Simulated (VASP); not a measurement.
Set up this calculation in VASP 6.6.1, as the native input.

| Property | Result |
| --- | --- |
| Task | band structure |
| Functional | PBE |
| Potentials or basis | VASP PAW PBE potentials, release 64 (Mo_sv) |
| Cutoff | 520 eV |
| k mesh | 16 × 16 × 16 |
| Occupations | methfessel-paxton, width 0.1 eV |
| Spin | no spin polarisation |
| Further INCAR settings | ALGO = Normal; EDIFF = 1e-06; NBANDS = 13 |

The structure of Mo lies in POSCAR:

```
Mo                                      
1.0
   -1.5653291279      1.5653291279      1.5653291279
    1.5653291279     -1.5653291279      1.5653291279
    1.5653291279      1.5653291279     -1.5653291279
  Mo            
     1
Direct
     0.0000000000000000    0.0000000000000000    0.0000000000000000
```

These files were run (other wordings do the same):

INCAR

```
PREC     = Accurate       # precision mode
ENCUT    = 520            # plane-wave cutoff, eV
EDIFF    = 1E-6           # SCF threshold, eV
ISMEAR   = 1              # smearing method
SIGMA    = 0.1            # smearing width, eV
LREAL    = F              # projectors in reciprocal space
LASPH    = T              # aspherical terms in the spheres
NELM     = 80             # most SCF steps
ALGO     = Normal         # electronic algorithm
ISIF     = 2              # what is computed and relaxed
LWAVE    = F              # write WAVECAR
LCHARG   = F              # write CHGCAR
LMAXMIX  = 4              # l up to which the mixer works
GGA      = PE             # functional
NBANDS   = 13             # bands
KPAR     = 4
```

KPOINTS

```
Automatic mesh
0
Gamma
  16 16 16
```

KPOINTS_OPT

```
explicit points
128
Reciprocal
 0.0000000000  0.0000000000  0.0000000000 1
 0.0555555556 -0.0555555556  0.0555555556 1
 0.1111111111 -0.1111111111  0.1111111111 1
 0.1666666667 -0.1666666667  0.1666666667 1
 0.2222222222 -0.2222222222  0.2222222222 1
 0.2777777778 -0.2777777778  0.2777777778 1
 0.3333333333 -0.3333333333  0.3333333333 1
 0.3888888889 -0.3888888889  0.3888888889 1
 0.4444444444 -0.4444444444  0.4444444444 1
 0.5000000000 -0.5000000000  0.5000000000 1
 0.5000000000 -0.5000000000  0.5000000000 1
 0.4444444444 -0.4444444444  0.5000000000 1
 0.3888888889 -0.3888888889  0.5000000000 1
 0.3333333333 -0.3333333333  0.5000000000 1
 0.2777777778 -0.2777777778  0.5000000000 1
 0.2222222222 -0.2222222222  0.5000000000 1
 0.1666666667 -0.1666666667  0.5000000000 1
 0.1111111111 -0.1111111111  0.5000000000 1
 0.0555555556 -0.0555555556  0.5000000000 1
 0.0000000000  0.0000000000  0.5000000000 1
 0.0000000000  0.0000000000  0.5000000000 1
 0.0000000000  0.0000000000  0.4444444444 1
 0.0000000000  0.0000000000  0.3888888889 1
 0.0000000000  0.0000000000  0.3333333333 1
 0.0000000000  0.0000000000  0.2777777778 1
 0.0000000000  0.0000000000  0.2222222222 1
 0.0000000000  0.0000000000  0.1666666667 1
 0.0000000000  0.0000000000  0.1111111111 1
 0.0000000000  0.0000000000  0.0555555556 1
 0.0000000000  0.0000000000  0.0000000000 1
 0.0000000000  0.0000000000  0.0000000000 1
 0.0277777778  0.0277777778  0.0277777778 1
 0.0555555556  0.0555555556  0.0555555556 1
 0.0833333333  0.0833333333  0.0833333333 1
 0.1111111111  0.1111111111  0.1111111111 1
 0.1388888889  0.1388888889  0.1388888889 1
 0.1666666667  0.1666666667  0.1666666667 1
 0.1944444444  0.1944444444  0.1944444444 1
 0.2222222222  0.2222222222  0.2222222222 1
 0.2500000000  0.2500000000  0.2500000000 1
 0.2500000000  0.2500000000  0.2500000000 1
 0.2777777778  0.1666666667  0.2777777778 1
 0.3055555556  0.0833333333  0.3055555556 1
 0.3333333333  0.0000000000  0.3333333333 1
 0.3611111111 -0.0833333333  0.3611111111 1
 0.3888888889 -0.1666666667  0.3888888889 1
 0.4166666667 -0.2500000000  0.4166666667 1
 0.4444444444 -0.3333333333  0.4444444444 1
 0.4722222222 -0.4166666667  0.4722222222 1
 0.5000000000 -0.5000000000  0.5000000000 1
 0.2500000000  0.2500000000  0.2500000000 1
 0.2222222222  0.2222222222  0.2777777778 1
 0.1944444444  0.1944444444  0.3055555556 1
 0.1666666667  0.1666666667  0.3333333333 1
 0.1388888889  0.1388888889  0.3611111111 1
 0.1111111111  0.1111111111  0.3888888889 1
 0.0833333333  0.0833333333  0.4166666667 1
 0.0555555556  0.0555555556  0.4444444444 1
 0.0277777778  0.0277777778  0.4722222222 1
 0.0000000000  0.0000000000  0.5000000000 1
 0.0000000000  0.0000000000  0.0000000000 1
-0.0030050000  0.0030050000  0.0030050000 1
 0.0030050000 -0.0030050000 -0.0030050000 1
-0.0087645900  0.0087645900  0.0087645900 1
 0.0087645900 -0.0087645900 -0.0087645900 1
 0.0000000000 -0.0000000000  0.0042497100 1
-0.0000000000  0.0000000000 -0.0042497100 1
-0.0000000000  0.0000000000  0.0123950000 1
 0.0000000000 -0.0000000000 -0.0123950000 1
 0.0017349400  0.0017349400  0.0017349400 1
-0.0017349400 -0.0017349400 -0.0017349400 1
 0.0050602400  0.0050602400  0.0050602400 1
-0.0050602400 -0.0050602400 -0.0050602400 1
-0.0042497100  0.0042497100 -0.0000000000 1
 0.0042497100 -0.0042497100  0.0000000000 1
-0.0123950000  0.0123950000  0.0000000000 1
 0.0123950000 -0.0123950000 -0.0000000000 1
 0.5000000000 -0.5000000000  0.5000000000 1
 0.4969950000 -0.4969950000  0.5030050000 1
 0.5030050000 -0.5030050000  0.4969950000 1
 0.4912354100 -0.4912354100  0.5087645900 1
 0.5087645900 -0.5087645900  0.4912354100 1
 0.5000000000 -0.5000000000  0.5042497100 1
 0.5000000000 -0.5000000000  0.4957502900 1
 0.5000000000 -0.5000000000  0.5123950000 1
 0.5000000000 -0.5000000000  0.4876050000 1
 0.5017349400 -0.4982650600  0.5017349400 1
 0.4982650600 -0.5017349400  0.4982650600 1
 0.5050602400 -0.4949397600  0.5050602400 1
 0.4949397600 -0.5050602400  0.4949397600 1
 0.4957502900 -0.4957502900  0.5000000000 1
 0.5042497100 -0.5042497100  0.5000000000 1
 0.4876050000 -0.4876050000  0.5000000000 1
 0.5123950000 -0.5123950000  0.5000000000 1
 0.2500000000  0.2500000000  0.2500000000 1
 0.2469950000  0.2530050000  0.2530050000 1
 0.2530050000  0.2469950000  0.2469950000 1
 0.2412354100  0.2587645900  0.2587645900 1
 0.2587645900  0.2412354100  0.2412354100 1
 0.2500000000  0.2500000000  0.2542497100 1
 0.2500000000  0.2500000000  0.2457502900 1
 0.2500000000  0.2500000000  0.2623950000 1
 0.2500000000  0.2500000000  0.2376050000 1
 0.2517349400  0.2517349400  0.2517349400 1
 0.2482650600  0.2482650600  0.2482650600 1
 0.2550602400  0.2550602400  0.2550602400 1
 0.2449397600  0.2449397600  0.2449397600 1
 0.2457502900  0.2542497100  0.2500000000 1
 0.2542497100  0.2457502900  0.2500000000 1
 0.2376050000  0.2623950000  0.2500000000 1
 0.2623950000  0.2376050000  0.2500000000 1
 0.0000000000  0.0000000000  0.5000000000 1
-0.0030050000  0.0030050000  0.5030050000 1
 0.0030050000 -0.0030050000  0.4969950000 1
-0.0087645900  0.0087645900  0.5087645900 1
 0.0087645900 -0.0087645900  0.4912354100 1
 0.0000000000 -0.0000000000  0.5042497100 1
-0.0000000000  0.0000000000  0.4957502900 1
-0.0000000000  0.0000000000  0.5123950000 1
 0.0000000000 -0.0000000000  0.4876050000 1
 0.0017349400  0.0017349400  0.5017349400 1
-0.0017349400 -0.0017349400  0.4982650600 1
 0.0050602400  0.0050602400  0.5050602400 1
-0.0050602400 -0.0050602400  0.4949397600 1
-0.0042497100  0.0042497100  0.5000000000 1
 0.0042497100 -0.0042497100  0.5000000000 1
-0.0123950000  0.0123950000  0.5000000000 1
 0.0123950000 -0.0123950000  0.5000000000 1
```

Potentials or basis: VASP PAW PBE potentials, release 64 (Mo_sv).

Command:

```sh
$ cat potpaw_PBE.64/Mo_sv/POTCAR > POTCAR
$ mpirun -np 4 vasp_std > vasp.out
```

Results of the run:

| Quantity | Value |
| --- | --- |
| Pressure | 8.3 GPa |
| Band gap along the path | none (metal or under the smearing width) |

Run time: 4 s on 4 MPI ranks on Intel(R) Xeon(R) 6975P-C (Granite Rapids) (shared host), peak memory 0.15 GiB a rank.
